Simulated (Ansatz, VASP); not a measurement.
# HfC: VASP beside Ansatz, part 2 of 2

Aim: how closely do two programs agree when they are given the same cell, functional and k mesh? The structure shown is the end of the Ansatz relaxation below.

VASP 6.6.1 and Ansatz 0.2.0.

So far: The structure; Ansatz: relaxation, LDA; VASP: single point, LDA, pair 1; Side by side.

## Step 6: VASP: single point, LDA, pair 2

Level of this step: LDA; plane waves and PAW (C, Hf_pv) (VASP).

The same cell, functional (in two slightly different forms), mesh and smearing now go to VASP, with its own data sets.

INCAR reads:

```
SYSTEM = HfC
PREC = Accurate
ENCUT = 600
EDIFF = 1E-06
NELM = 120
ISMEAR = 1
SIGMA = 0.2
LREAL = .FALSE.
ALGO = Normal
GGA = PW92
NBANDS = 13
LASPH = .TRUE.
LORBIT = 11
LWAVE = .FALSE.
LCHARG = .FALSE.
ISIF = 2
GGA_COMPAT = .FALSE.
KPAR = 2
```

POSCAR reads:

```
HfC
1.0
    0.0000000000      2.2406451467      2.3044544783
    2.2406451467      0.0000000000      2.3044544783
    2.2406451467      2.2406451467      0.0000000000
C Hf
1 1
Direct
    0.0000000000      0.0000000000      0.0000000000
    0.5000000000      0.5000000000      0.5000000000
```

KPOINTS reads:

```
Automatic mesh
0
Gamma
16 16 16
0 0 0
```

Potentials, in the order of the species: C and Hf_pv (LDA family, release 64).

Launch:

```
> mpirun -np 2 vasp_std
```

Numbers of over 12 decimals in the logs are rounded to 6 here.

The program printed:

```text
[banner, memory and clock lines left out]
running    2 mpi-ranks, on    1 nodes
[...]
[... a notice as in an earlier step ...]

 LDA part: xc-table for (Slater(with rela. corr.)+PW92), standard interpolation
 POSCAR, INCAR and KPOINTS ok, starting setup
[...]
entering main loop
       N       E                     dE             d eps       ncg     rms          rms(c)
DAV:   1     0.240958085986E+02    0.24096E+02   -0.86381E+03  9114   0.120E+03
DAV:   2    -0.243101374918E+02   -0.48406E+02   -0.45503E+02 11414   0.222E+02
DAV:   3    -0.259642902930E+02   -0.16542E+01   -0.16454E+01 11344   0.295E+01
DAV:   4    -0.259729238953E+02   -0.86336E-02   -0.86326E-02 10245   0.253E+00
[...]
DAV:  10    -0.228516695400E+02    0.41758E-03   -0.14699E-03 11013   0.284E-01    0.785E-02
DAV:  11    -0.228516698505E+02   -0.31045E-06   -0.63407E-05 10829   0.715E-02    0.674E-02
DAV:  12    -0.228516694957E+02    0.35473E-06   -0.11561E-06  8295   0.976E-03
   1 F= -.22851669E+02 E0= -.22851693E+02  d E =0.715929E-04
```

OUTCAR, selected parts (step 6):

```text
  Total        2.1418003      2.1418003      0.0408986      0.0000000      0.0000000     -0.0000000
  in kB      148.3014074    148.3014074      2.8318818      0.0000000      0.0000000     -0.0000000
  external PRESSURE =      99.8115655 kB  Pullay stress =       0.0000000 kB

 POSITION                                       TOTAL-FORCE (eV/Angst)
 -----------------------------------------------------------------------------------
      0.00000      0.00000      0.00000         0.000000      0.000000      0.000000
      2.24065      2.24065      2.30445        -0.000000     -0.000000      0.000000
 -----------------------------------------------------------------------------------
    total drift:                                0.000000      0.000000      0.000000

  FREE ENERGIE OF THE ION-ELECTRON SYSTEM (eV)
  ---------------------------------------------------
  free  energy   TOTEN  =       -22.8516694957 eV

  energy  without entropy=      -22.8517410887  energy(sigma->0) =      -22.85169336

[... 1 part as in an earlier step ...]

[... 2 further parts left out ...]
[key lines of the parts left out:]
E-fermi :   6.5176
```

The run ends at a pressure of 9.98 GPa.

## Step 7: Differences

What differs besides the data sets and the points named for the pairs above, as far as they apply: the data sets hold 30 valence electrons in Ansatz (on its PAW soft_1 files) and 14 in VASP. Total energies have different zeros and are not compared.

Both answers:

```tsv
quantity	Ansatz	VASP	difference
pressure (GPa)	9.46	9.98	-0.52
```

## Step 8: Ansatz: relaxation, LDA

This run makes the geometry at which the two programs are then compared. The cell compared in this pair holds 22.54 Å³, against 23.14 Å³ for the pair before.

The structure compared here is the end of the Ansatz relaxation.

input.yaml reads:

```yaml
crystal:
  lattice:
    - [0.08755101, 2.2824687047, 2.2824687047]
    - [2.2824687047, 0.08755101, 2.2824687047]
    - [2.2824687047, 2.2824687047, 0.08755101]
  atoms:
    - { symbol: C, position: [0.0, 0.0, 0.0] }
    - { symbol: Hf, position: [0.5, 0.5, 0.5] }
  conventional_axes: [[-1, 1, 0], [0, -1, 1], [1, 1, 1]]
kpoints:
  mp_grid: { grid: [16, 16, 16] }
hamiltonian:
  xc: lda
  pseudopotentials: { kind: paw, azcp: { folder: soft_1 }, xc_functional: pbe }
scf:
  occupations: { method: methfessel_paxton, width: 0.2 }
output:
  forces: true
  stress: true
  eigenvalues: true
relax:
  adjacent_minimum: "off"
  f_tol: 0.001
  max_steps: 60
  cell: { stress_tol: 0.01, fix: [a, b, gamma] }
```

Launch:

```
> ansatz run input.yaml --threads 4 --pin off --max-ram 10240MiB --backend cpu --events-out ev --progress --plain --runs-dir out
```

The program printed:

```text
[...]
Crystal: 2 atoms, lattice volume = 22.414 Å³
Basis set: ecut = 420 eV, 441 PW (Γ)
Bands: 19, of which v1, the nominal top of the filled ones, is band 15 counted from 1 (14 counted from 0)
Symmetry: 12 space group operations
[...]
k-points: 417 of 4096
[...]
k-point 416: bands = [... 11 lower, 12.2680, 13.7848, 17.5426, 17.5426, 25.9859, 25.9859, 26.5260, 28.1348]
--- Relaxed structure (5 steps of the walk, 5 accepted, 2 SCFs on fresh bases) ---
[...]
cell:  # Å, volume = 22.5438 Å³
    - [0.096525, 2.291443, 2.291443]
    - [2.291443, 0.096525, 2.291443]
    - [2.291443, 2.291443, 0.096525]
  atoms:
    - { symbol: C, position: [0, 0, 0] }
    - { symbol: Hf, position: [0.500000, 0.500000, 0.500000] }
[key lines of the parts left out:]
SCF converged after 5 iterations
Free energy (F): -15722.367212 eV
Fermi energy:    20.611919 eV
P = ⅓ Tr σ = 17.1690 GPa (171.690 kbar)
```

## Step 9: VASP: single point, LDA, pair 3

The same cell, functional (in two slightly different forms), mesh and smearing now go to VASP, with its own data sets.

INCAR is that of step 6.

POSCAR reads:

```
HfC
1.0
    0.0965252350      2.2914429297      2.2914429297
    2.2914429297      0.0965252350      2.2914429297
    2.2914429297      2.2914429297      0.0965252350
C Hf
1 1
Direct
    0.0000000000      0.0000000000      0.0000000000
    0.5000000000      0.5000000000      0.5000000000
```

KPOINTS is that of step 6.

Launch:

```
> mpirun -np 2 vasp_std
```

The program printed:

```text
[... set-up lines as in an earlier step ...]
 entering main loop
       N       E                     dE             d eps       ncg     rms          rms(c)
DAV:   1     0.250437014538E+02    0.25044E+02   -0.86737E+03 10842   0.120E+03
DAV:   2    -0.241506842458E+02   -0.49194E+02   -0.46205E+02 13600   0.226E+02
DAV:   3    -0.258224260417E+02   -0.16717E+01   -0.16629E+01 13548   0.298E+01
DAV:   4    -0.258309352680E+02   -0.85092E-02   -0.85079E-02 12318   0.252E+00
[...]
DAV:  10    -0.227449796228E+02    0.40553E-03   -0.14405E-03 12983   0.280E-01    0.478E-02
DAV:  11    -0.227449796346E+02   -0.11807E-07   -0.61855E-05 13187   0.704E-02    0.534E-02
DAV:  12    -0.227449792371E+02    0.39748E-06   -0.12171E-06  9728   0.990E-03
   1 F= -.22744979E+02 E0= -.22745099E+02  d E =0.360044E-03
```

OUTCAR, selected parts (step 9):

```text
  Total        2.5155007      2.5155007      2.5155007     -1.2050032     -1.2050032     -1.2050032
  in kB      178.7752309    178.7752309    178.7752309    -85.6389021    -85.6389021    -85.6389021
  external PRESSURE =     178.7752309 kB  Pullay stress =       0.0000000 kB

 POSITION                                       TOTAL-FORCE (eV/Angst)
 -----------------------------------------------------------------------------------
      0.00000      0.00000      0.00000        -0.000000     -0.000000     -0.000000
      2.33971      2.33971      2.33971         0.000000      0.000000      0.000000
 -----------------------------------------------------------------------------------
    total drift:                                0.000000      0.000000      0.000000

  FREE ENERGIE OF THE ION-ELECTRON SYSTEM (eV)
  ---------------------------------------------------
  free  energy   TOTEN  =       -22.7449792371 eV

  energy  without entropy=      -22.7453392815  energy(sigma->0) =      -22.74509925

[... 3 further parts left out ...]
[key lines of the parts left out:]
E-fermi :   6.7944
```

The run ends at a pressure of 17.88 GPa.

## Step 10: Side by side

What differs besides the data sets and the points named for the pairs above, as far as they apply: the data sets hold 30 valence electrons in Ansatz (on its PAW soft_1 files) and 14 in VASP. Total energies have different zeros and are not compared.

The two programs side by side:

```tsv
quantity	Ansatz	VASP	difference
pressure (GPa)	17.17	17.88	-0.71
```

## Step 11: What came out

```json
{
  "difference in pressure (single point, LDA, pair 1)": "-0.70 GPa",
  "difference in pressure (single point, LDA, pair 2)": "-0.52 GPa",
  "difference in pressure (single point, LDA, pair 3)": "-0.71 GPa"
}
```

The difference in pressure is -0.71 GPa (single point, LDA, pair 3), within the 1 GPa picked in this series as the mark of a large difference. The data sets hold unlike numbers of valence electrons (30 in Ansatz and 14 in VASP), so part of the differences may come from the potentials. 5 further pairs of this series are not shown here. Such differences can come from data sets, numerical settings and the points named under the comparisons, not from the functional's error against experiment.

[Lines on the potential files, build, host, timing and source positions are cut from VASP's logs without a mark.]

[Logs are printed without paths, hosts, clocks, repeated set-up lines and the standing remarks that a program may print on its own settings, such as how far it seeks lower states.]

[Hosts, paths, dates, database ids (printed as entryN), source tags and the programs' standing remarks are cut or masked in the printed files.]
